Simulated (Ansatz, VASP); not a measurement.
**Cross-check of SnO2 (Cassiterite) between VASP and Ansatz**

Wanted: the spread between two codes on one cell, functional and k mesh. The cell is taken from a series of VASP runs on this material, whose earlier steps may have relaxed, scaled or displaced it; both programs get it as it stands.

Method: plane waves, with VASP 6.6.1 beside it; band structure at PBE, band structure at r2SCAN and band structure at r2SCAN, spin-orbit coupling, in Ansatz 0.2.0.

## 1. The starting structure

The structure is tetragonal, space group P4_2/mnm (No. 136). Conventional cell: a = 4.738 Å, b = 4.738 Å, c = 3.187 Å, α = 90.00°, β = 90.00°, γ = 90.00°. Nearest to Sn lie 6 O at 2.05 to 2.06 Å. Nearest to O lie 3 Sn at 2.05 to 2.06 Å. Farther neighbours and most contacts between anions are not listed.

As a file:

```cif
data_structure
_symmetry_space_group_name_H-M 'P4_2/mnm'
_symmetry_Int_Tables_number 136
_cell_length_a 4.7380
_cell_length_b 4.7380
_cell_length_c 3.1865
_cell_angle_alpha 90.000
_cell_angle_beta 90.000
_cell_angle_gamma 90.000
_cell_volume 71.53
loop_
_atom_site_label
_atom_site_type_symbol
_atom_site_symmetry_multiplicity
_atom_site_Wyckoff_symbol
_atom_site_fract_x
_atom_site_fract_y
_atom_site_fract_z
_atom_site_occupancy
Sn1 Sn 2 a 0.50000 0.50000 0.50000 1
O1 O 4 f 0.80594 0.19406 0.50000 1
```

## 2. VASP: band structure, PBE

The same path points are solved in both programs, so levels can be compared one by one.

Lines of VASP's logs that name or quote its potential files are left out, and so is its time.

The input, INCAR:

```
SYSTEM = SnO2
PREC = Accurate
ENCUT = 460
EDIFF = 1E-06
NELM = 100
ISMEAR = 0
SIGMA = 0.03
LREAL = .FALSE.
ALGO = Normal
GGA = PE
NBANDS = 42
LORBIT = 11
LWAVE = .FALSE.
LCHARG = .FALSE.
KPAR = 8
LASPH = .TRUE.
```

The input, POSCAR:

```
SnO2
1.0
    4.7380000000      0.0000000000      0.0000000000
    0.0000000000      4.7380000000      0.0000000000
    0.0000000000      0.0000000000      3.1865000000
Sn O
2 4
Direct
    0.5000000000      0.5000000000      0.5000000000
    0.0000000000      0.0000000000      0.0000000000
    0.8059385347      0.1940614653      0.5000000000
    0.6940614653      0.6940614653      0.0000000000
    0.1940614653      0.8059385347      0.5000000000
    0.3059385347      0.3059385347      0.0000000000
```

The input, KPOINTS:

```
Automatic mesh
0
Gamma
6 6 6
0 0 0
```

The input, KPOINTS_OPT:

```
Line mode
8
Line-mode
Reciprocal
  0.00000000   0.00000000   0.00000000 GAMMA
  0.00000000   0.50000000   0.00000000 X

  0.00000000   0.50000000   0.00000000 X
  0.50000000   0.50000000   0.00000000 M

  0.50000000   0.50000000   0.00000000 M
  0.00000000   0.00000000   0.00000000 GAMMA

  0.00000000   0.00000000   0.00000000 GAMMA
  0.00000000   0.00000000   0.50000000 Z

  0.00000000   0.00000000   0.50000000 Z
  0.00000000   0.50000000   0.50000000 R

  0.00000000   0.50000000   0.50000000 R
  0.50000000   0.50000000   0.50000000 A

  0.50000000   0.50000000   0.50000000 A
  0.00000000   0.00000000   0.50000000 Z

  0.00000000   0.50000000   0.00000000 X
  0.00000000   0.50000000   0.50000000 R

  0.50000000   0.50000000   0.00000000 M
  0.50000000   0.50000000   0.50000000 A
```

Potentials, in the order of the species: Sn_d and O (PBE family, release 64).

Command:

```
> mpirun -np 8 vasp_std
```

Numbers of over 12 decimals in the logs are rounded to 6 here.

The program printed:

```text
[banner, memory and clock lines left out]
running    8 mpi-ranks, on    1 nodes
 distrk:  each k-point on    1 cores,    8 groups
 distr:  one band on    1 cores,    1 groups

 POSCAR found type information on POSCAR SnO
 POSCAR found :  2 types and       6 ions
|                                                                             |
|           W    W    AA    RRRRR   N    N  II  N    N   GGGG   !!!           |
|           W    W   A  A   R    R  NN   N  II  NN   N  G    G  !!!           |
|           W    W  A    A  R    R  N N  N  II  N N  N  G       !!!           |
|           W WW W  AAAAAA  RRRRR   N  N N  II  N  N N  G  GGG   !            |
|           WW  WW  A    A  R   R   N   NN  II  N   NN  G    G                |
|           W    W  A    A  R    R  N    N  II  N    N   GGGG   !!!           |
|                                                                             |
|     For optimal performance we recommend to set                             |
|       NCORE = 2 up to number-of-cores-per-socket                            |
|     NCORE specifies how many cores store one orbital (NPAR=cpu/NCORE).      |
|     This setting can greatly improve the performance of VASP for DFT.       |
|     The default, NCORE=1 might be grossly inefficient on modern             |
|     multi-core architectures or massively parallel machines. Do your        |
|     Unfortunately you need to use the default for GW and RPA                |
|     calculations (for HF NCORE is supported but not extensively tested      |
|     yet).                                                                   |
|                                                                             |

 LDA part: xc-table for (Slater+PW92), standard interpolation
 POSCAR, INCAR and KPOINTS ok, starting setup
 FFT: planning ... GRIDC
 FFT: planning ... GRID_SOFT
 FFT: planning ... GRID
 WAVECAR not read
 entering main loop
       N       E                     dE             d eps       ncg     rms          rms(c)
DAV:   1     0.584866625482E+03    0.58487E+03   -0.22595E+04  3994   0.180E+03
DAV:   2     0.518484865616E+02   -0.53302E+03   -0.49196E+03  3456   0.527E+02
DAV:   3    -0.391227866691E+02   -0.90971E+02   -0.89217E+02  3890   0.171E+02
DAV:   4    -0.433127488546E+02   -0.41900E+01   -0.41792E+01  3770   0.410E+01
DAV:   5    -0.434138715020E+02   -0.10112E+00   -0.10110E+00  4234   0.654E+00    0.161E+01
DAV:   6    -0.371078461917E+02    0.63060E+01   -0.12965E+01  5178   0.530E+01    0.624E+00
DAV:   7    -0.372081537980E+02   -0.10031E+00   -0.18417E+00  3602   0.672E+00    0.321E+00
DAV:   8    -0.371833008358E+02    0.24853E-01   -0.11940E-01  4450   0.302E+00    0.753E-01
DAV:   9    -0.371779811111E+02    0.53197E-02   -0.18976E-02  5448   0.220E+00    0.117E-01
DAV:  10    -0.371786838504E+02   -0.70274E-03   -0.32743E-03  3702   0.330E-01    0.512E-02
DAV:  11    -0.371787741064E+02   -0.90256E-04   -0.11055E-04  3794   0.671E-02    0.131E-02
DAV:  12    -0.371787721571E+02    0.19492E-05   -0.41353E-06  4010   0.134E-02    0.472E-03
DAV:  13    -0.371787711243E+02    0.10328E-05   -0.82535E-07  2760   0.180E-02    0.199E-03
DAV:  14    -0.371787713139E+02   -0.18962E-06   -0.48397E-07  1908   0.446E-03
   1 F= -.37178771E+02 E0= -.37178771E+02  d E =-.221605E-29
 Start KPOINTS_OPT (optional k-point list driver)
k-point batch [1-40\72]
       N       E                     dE             ncg
DAV:   1     0.127896230027E+05   -0.25050E+05     4072
DAV:   2    -0.782860946904E+04   -0.20618E+05     3432
DAV:   3    -0.113583406640E+05   -0.35297E+04     3932
DAV:   4    -0.115196583268E+05   -0.16132E+03     3728
DAV:   5    -0.115234662727E+05   -0.38079E+01     4366
DAV:   6    -0.115235958384E+05   -0.12957E+00     3968
DAV:   7    -0.115236053486E+05   -0.95102E-02     5054
DAV:   8    -0.115236053979E+05   -0.49289E-04     3650
DAV:   9    -0.115236053984E+05   -0.53539E-06     2562
k-point batch [41-72\72]
       N       E                     dE             ncg
DAV:   1     0.244974070862E+05   -0.43528E+05     3264
DAV:   2     0.805419074941E+04   -0.16443E+05     2760
DAV:   3     0.518796634635E+04   -0.28662E+04     3108
DAV:   4     0.505372364722E+04   -0.13424E+03     2996
DAV:   5     0.505045684311E+04   -0.32668E+01     3492
DAV:   6     0.505035548880E+04   -0.10135E+00     3152
DAV:   7     0.505034870067E+04   -0.67881E-02     3934
DAV:   8     0.505034867307E+04   -0.27594E-04     2902
DAV:   9     0.505034867273E+04   -0.34321E-06     1972
```

OUTCAR, selected parts (step 2):

```text
ion  position               nearest neighbor table
   1  0.500  0.500  0.500-   3 2.05   5 2.05   4 2.06   6 2.06   4 2.06   6 2.06   2 3.71   2 3.71
                             2 3.71   2 3.71   2 3.71   2 3.71   2 3.71   2 3.71
   2  0.000  0.000  0.000-   4 2.05   6 2.05   5 2.06   3 2.06   3 2.06   5 2.06   1 3.71   1 3.71
                             1 3.71   1 3.71   1 3.71   1 3.71   1 3.71   1 3.71
   3  0.806  0.194  0.500-   1 2.05   2 2.06   2 2.06
   4  0.694  0.694  0.000-   2 2.05   1 2.06   1 2.06
   5  0.194  0.806  0.500-   1 2.05   2 2.06   2 2.06
   6  0.306  0.306  0.000-   2 2.05   1 2.06   1 2.06

  LATTYP: Found a simple tetragonal cell.
 ALAT       =     4.7380000000
 C/A-ratio  =     0.6725411566

 Subroutine GETGRP returns: Found 16 space group operations
 (whereof  8 operations were pure point group operations)

The static configuration has the point symmetry D_2h.
 The point group associated with its full space group is D_4h.

 Found     40 irreducible k-points:

   k-points           NKPTS =     40   k-points in BZ     NKDIM =     40   number of bands    NBANDS=     42

   dimension x,y,z NGX =    36 NGY =   36 NGZ =   24
   dimension x,y,z NGXF=    72 NGYF=   72 NGZF=   48

   ENCUT  =  460.0 eV  33.81 Ry    5.81 a.u.   8.29  8.29  5.57*2*pi/ulx,y,z

   NELECT =      52.0000    total number of electrons

 k-points in reciprocal lattice and weights: Automatic mesh
   0.00000000  0.00000000  0.00000000       0.005
   0.16666667  0.00000000  0.00000000       0.019
   0.33333333  0.00000000  0.00000000       0.019
   0.50000000  0.00000000  0.00000000       0.009
   0.16666667  0.16666667  0.00000000       0.019
   0.33333333  0.16666667  0.00000000       0.037
   0.50000000  0.16666667  0.00000000       0.019
   0.33333333  0.33333333  0.00000000       0.019
   0.50000000  0.33333333  0.00000000       0.019
[...]
0.50000000  0.33333333  0.50000000       0.019
   0.50000000  0.50000000  0.50000000       0.005

 average (electrostatic) potential at core
       1 -99.2965       2 -99.2965       3 -67.8101       4 -67.8101       5 -67.8101
       6 -67.8101

 E-fermi :   6.3771

 k-point     1 :       0.0000    0.0000    0.0000
  band No.  band energies     occupation
    ...
     22       4.9092      2.00000
     23       4.9092      2.00000
     24       5.3611      2.00000
     25       5.3611      2.00000
     26       6.1470      2.00000
     27       7.3953      0.00000
     28      12.3377      0.00000
     29      12.4804      0.00000
     30      12.4804      0.00000
     31      16.5932      0.00000
    ...

 k-point     2 :       0.1667    0.0000    0.0000
  band No.  band energies     occupation
    ...
     22       4.8224      2.00000
     23       4.9162      2.00000
     24       4.9328      2.00000
     25       5.3808      2.00000
     26       6.0069      2.00000
     27       8.0860      0.00000
     28      12.0821      0.00000
     29      12.6036      0.00000
     30      12.7518      0.00000
     31      16.8504      0.00000
    ...

 k-point     3 :       0.3333    0.0000    0.0000
  band No.  band energies     occupation
    ...
     22       4.5033      2.00000
     23       4.9338      2.00000
     24       4.9557      2.00000
     25       5.4318      2.00000
     26       5.7064      2.00000
     27       9.3436      0.00000
     28      11.5360      0.00000
     29      12.9546      0.00000
     30      13.1264      0.00000
     31      17.1398      0.00000
    ...

  Total        4.3565776      4.3565776      5.6408198      0.0000000      0.0000000      0.0000000
  in kB       97.5780193     97.5780193    126.3422976      0.0000000      0.0000000      0.0000000
  external PRESSURE =     107.1661121 kB  Pullay stress =       0.0000000 kB

  energy-cutoff  :      460.00
  volume of cell :       71.53
      direct lattice vectors                 reciprocal lattice vectors
     4.738000000  0.000000000  0.000000000     0.211059519  0.000000000  0.000000000
     0.000000000  4.738000000  0.000000000     0.000000000  0.211059519  0.000000000
     0.000000000  0.000000000  3.186500000     0.000000000  0.000000000  0.313823945

 POSITION                                       TOTAL-FORCE (eV/Angst)
 -----------------------------------------------------------------------------------
      2.36900      2.36900      1.59325        -0.000000      0.000000      0.000000
      0.00000      0.00000      0.00000        -0.000000      0.000000      0.000000
      3.81854      0.91946      1.59325        -0.072878      0.072878      0.000000
      3.28846      3.28846      0.00000         0.072878      0.072878      0.000000
      0.91946      3.81854      1.59325         0.072878     -0.072878      0.000000
      1.44954      1.44954      0.00000        -0.072878     -0.072878     -0.000000
 -----------------------------------------------------------------------------------
    total drift:                                0.000000      0.000000      0.000000

  FREE ENERGIE OF THE ION-ELECTRON SYSTEM (eV)
  ---------------------------------------------------
  free  energy   TOTEN  =       -37.1787713139 eV

  energy  without entropy=      -37.1787713139  energy(sigma->0) =      -37.17877131

 total charge
# of ion       s       p       d       tot
------------------------------------------
    1        0.880   1.100  10.387  12.368
    2        0.880   1.100  10.387  12.368
    3        1.568   3.522   0.000   5.090
    4        1.568   3.522   0.000   5.090
    5        1.568   3.522   0.000   5.090
    6        1.568   3.522   0.000   5.090
--------------------------------------------------
tot          8.034  16.287  20.775  45.096

[... 3 further parts left out ...]
```

The run ends at a pressure of 10.72 GPa, with forces up to 0.10 eV/Å.

## 3. Ansatz: band structure, PBE

Ansatz runs on its default PAW (the set named soft_2) files.

The same cell, functional, mesh and smearing now go to Ansatz, which takes its cutoff from its data sets.

The input, input.yaml:

```yaml
crystal:
  lattice:
    - [4.738, 0.0, 0.0]
    - [0.0, 4.738, 0.0]
    - [0.0, 0.0, 3.1865]
  atoms:
    - { symbol: Sn, position: [0.5, 0.5, 0.5] }
    - { symbol: Sn, position: [0.0, 0.0, 0.0] }
    - { symbol: O, position: [0.8059385347, 0.1940614653, 0.5] }
    - { symbol: O, position: [0.6940614653, 0.6940614653, 0.0] }
    - { symbol: O, position: [0.1940614653, 0.8059385347, 0.5] }
    - { symbol: O, position: [0.3059385347, 0.3059385347, 0.0] }
hamiltonian:
  xc: pbe
  pseudopotentials: { kind: paw }
kpoints:
  mp_grid: { grid: [6, 6, 6] }
  band_path:
    path:
      - [0.0, 0.0, 0.0]
      - [0.0, 0.14286, 0.0]
      - [0.0, 0.28571, 0.0]
      - [0.0, 0.5, 0.0]
      - [0.07143, 0.5, 0.0]
      - [0.28571, 0.5, 0.0]
      - [0.42857, 0.5, 0.0]
      - [0.42857, 0.42857, 0.0]
      - [0.28571, 0.28571, 0.0]
      - [0.07143, 0.07143, 0.0]
      - [0.0, 0.0, 0.0]
      - [0.0, 0.0, 0.14286]
      - [0.0, 0.0, 0.35714]
      - [0.0, 0.0, 0.5]
      - [0.0, 0.14286, 0.5]
      - [0.0, 0.28571, 0.5]
      - [0.0, 0.5, 0.5]
      - [0.07143, 0.5, 0.5]
      - [0.28571, 0.5, 0.5]
      - [0.42857, 0.5, 0.5]
      - [0.5, 0.5, 0.5]
      - [0.28571, 0.28571, 0.5]
      - [0.14286, 0.14286, 0.5]
      - [0.0, 0.5, 0.0]
      - [0.0, 0.5, 0.14286]
      - [0.0, 0.5, 0.35714]
      - [0.0, 0.5, 0.5]
      - [0.5, 0.5, 0.14286]
      - [0.5, 0.5, 0.28571]
      - [0.5, 0.5, 0.5]
    npoints: 1
scf:
  occupations: { method: gaussian, width: 0.03 }
  n_extra_bands: 9
output:
  forces: true
  stress: true
  eigenvalues: true
```

Command:

```
> ansatz run input.yaml --threads 4 --pin off --max-ram 9216MiB --backend cpu --events-out ev --progress --plain --runs-dir out
```

The program printed:

```text
scf.n_extra_bands = 9 over 26 filled bands (N_el = 52.0): the run solves 35 bands
Engine: ansatz 0.2.0, x86_64-unknown-linux-gnu
Pseudopotentials: kind: paw
Pseudopotential: Sn, paw, valence charge 14, recommended cutoff 420 eV (normal), Sn.paw.azcp
Pseudopotential: O, paw, valence charge 6, recommended cutoff 420 eV (normal), O.paw.azcp
Functional definition: PBE
  parameter kappa = 0.804
  parameter beta = 0.066725
  exchange = pbe_x(kappa = kappa, mu = beta*pi^2/3)
  correlation = pbe_c(beta = beta)
Crystal: 6 atoms, lattice volume = 71.533 Å³
Basis set: ecut = 420 eV, 1411 PW (Γ), exchange–correlation on 64×64×48 points (8 copies of the dense FFT grid, shifted against one another)
Bands: 35, of which v1, the nominal top of the filled ones, is band 26 counted from 1 (25 counted from 0)
Symmetry: 16 space group operations
Space group: P42/mnm (ITA 136), of the structure as read, at distance tolerance 4.2e-5 Å
k-points: 40 of 216
Non-local potential: Sn, projectors of the file, l = 0: 2, l = 1: 2, l = 2: 2, l = 3: 2
Non-local potential: O, projectors of the file, l = 0: 2, l = 1: 2, l = 2: 1
PAW form: soft (Blöchl's): semilocal exchange-correlation on the pseudo side does not see the compensation charge
PAW one-centre angular grid: Sn, 590 points (default); XC on 64 Gauss nodes
PAW one-centre angular grid: O, 110 points (default); XC on 64 Gauss nodes
Initial density: superposition of atomic densities (neutral atoms: chi_scale 0, normalization atom), corrected by the library's trained network
Initial wavefunctions: pseudopotential atomic-orbital guess
Functional: x = pbe(κ = 0.804, μ = 0.219515), c = pbe(β = 0.066725)
SCF iter   1: F=—  HF=-14317.842778 eV  |F-HF|=—  |Δ(HF+E_count)|=         —  Δρ=1.08e-3  dr2=2.64e-4  ethr=1.77e-3  ⟨swp⟩=6.2  Hψ=6284  notcnv=0  defer=8
preconditioner: auto → Resta (q_TF=auto, 2.587 Å⁻¹)  ε∞=3.2  [insulator: Δε(μ)=1.257 eV  Ē_g=21.133 eV  σ=0.030 eV  W_gap=1.00  n_scr=18 (ndim 8)  ℏωp=31.7 eV  f_vac=0.027  D(μ)=0.00/eV (n_scr^D=0)  ε∞_Penn≈3.2]
SCF iter   2: F=—  HF=-14317.844206 eV  |F-HF|=—  |Δ(HF+E_count)|=   1.43e-3  Δρ=5.80e-4  dr2=7.48e-5  ethr=5.09e-7  ⟨swp⟩=2.8  Hψ=2884  notcnv=0  defer=71
SCF iter   3: F=—  HF=-14317.844492 eV  |F-HF|=—  |Δ(HF+E_count)|=   2.87e-4  Δρ=1.86e-4  dr2=1.90e-5  ethr=1.44e-7  ⟨swp⟩=2.5  Hψ=2008  notcnv=0  defer=71
SCF iter   4: F=—  HF=-14317.844500 eV  |F-HF|=—  |Δ(HF+E_count)|=   7.65e-6  Δρ=4.13e-5  dr2=5.54e-7  ethr=3.64e-8  ⟨swp⟩=2.1  Hψ=1732  notcnv=0  defer=71
iter 5 did not close the SCF: its close was put off for the readings that it lacked (scf_convergence_deferred on its scf_iter line)
SCF iter   5: F=-14317.844501 eV  HF=-14317.844501 eV  |F-HF|=2.67e-7  |Δ(HF+E_count)|=   1.20e-6  Δρ=1.53e-5  dr2=7.26e-8  ethr=1.07e-9  ⟨swp⟩=2.4  Hψ=2244  notcnv=0  defer=71
SCF iter   6: F=-14317.844501 eV  HF=-14317.844501 eV  |F-HF|=5.31e-9  |Δ(HF+E_count)|=   2.80e-7  Δρ=2.88e-6  dr2=3.11e-9  ethr=1.40e-10  ⟨swp⟩=6.9  Hψ=6664  notcnv=0
SCF 1 converged in 6 iterations: F = -14317.844501 eV  dr2 = 3.11e-9
  greatest PAW one-centre occupation: 0.996 electrons in one spin orbital (limit 2), on the Sn atom at site 1 (counted from 0), in its partial waves of l = 2
NSCF: frozen V_eff on 30 k-points
SCF converged after 6 iterations
Free energy (F): -14317.844501 eV
Harris-Foulkes:  -14317.844501 eV  (|F-HF|=5.31e-9)
Internal energy: -14317.844501 eV  (E = F + TS)
E sigma→0 (E₀):  -14317.844501 eV
Fermi energy:    10.159454 eV
--- Per-component energies (eV) ---
  E_band       = -114.564077
  E_kinetic    = 1085.162649
  E_local      = -2857.233753  (includes V_loc(G=0)·N_el)
  E_nonlocal   = 134.880070
  E_hartree    = 1489.293409
  E_xc         = -1054.923599
  E_vxc        = -564.023755  (∫ρ·V_xc dr)
  E_paw        = -8930.425058  (= ΣΔE_a)
  E_vpaw       = -891.946055  (= ΣTr[D̂ρ^β])
  E_aug_tail   = 0.010016  (compensation charges beyond the density's cutoff)
  E_ewald      = -4184.608236
  E_smearing   = -0.000000  (= −TS)
  E_closure    = 0.000000  (closes the sum)
  Σ components = -14317.844501   (vs F -14317.844501, Δ=0.00e0)
--- Forces (eV/Å), atoms counted from 1 ---
  atom   1  Sn     0.00000000    -0.00000000    -0.00000000
  atom   2  Sn     0.00000000    -0.00000000     0.00000000
  atom   3  O     -0.06128213     0.06128213     0.00000000
  atom   4  O      0.06128213     0.06128213    -0.00000000
  atom   5  O      0.06128213    -0.06128213    -0.00000000
  atom   6  O     -0.06128213    -0.06128213     0.00000000
  max |Σ_I F_I| component: 6.94e-18 eV/Å
--- Stress (GPa, compression-positive) ---
        9.987491       0.000000       0.000000
        0.000000       9.987491       0.000000
        0.000000       0.000000      12.456033
  P = ⅓ Tr σ = 10.8103 GPa (108.103 kbar)
--- Band table (eV; the first three rows and the last of 40) ---
  k-point 0: bands = [... 22 lower, 8.3006, 8.7519, 8.7519, 9.5311, 10.7878, 15.7371, 15.8836, 15.8836, ... 5 higher]
  k-point 1: bands = [... 22 lower, 7.3914, 8.7695, 8.7695, 9.3005, 12.2760, 16.2272, 16.9691, 16.9691, ... 5 higher]
  k-point 2: bands = [... 22 lower, 7.1148, 8.5371, 8.5371, 8.6803, 14.3228, 16.4989, 18.4029, 18.9657, ... 5 higher]
  k-point 39: bands = [... 22 lower, 8.5743, 8.5743, 8.6948, 8.6948, 14.4000, 14.4000, 18.4637, 18.4637, ... 5 higher]
```

Wall time 1.6 s (4 threads of Intel Xeon at 2.60GHz (Ice Lake), shared host); peak memory 0.46 GiB.

The column dr2 measures how far the density is from self-consistency, as an energy; F and HF (Harris–Foulkes) agree once it is small.

(Part 1 of 3 ends here.)

[Lines on the potential files, build, host, timing and source positions are cut from VASP's logs without a mark.]

[Logs are printed without paths, hosts, clocks, repeated set-up lines and the standing remarks that a program may print on its own settings, such as how far it seeks lower states.]

[Hosts, paths, dates, database ids (printed as entryN), source tags and the programs' standing remarks are cut or masked in the printed files.]
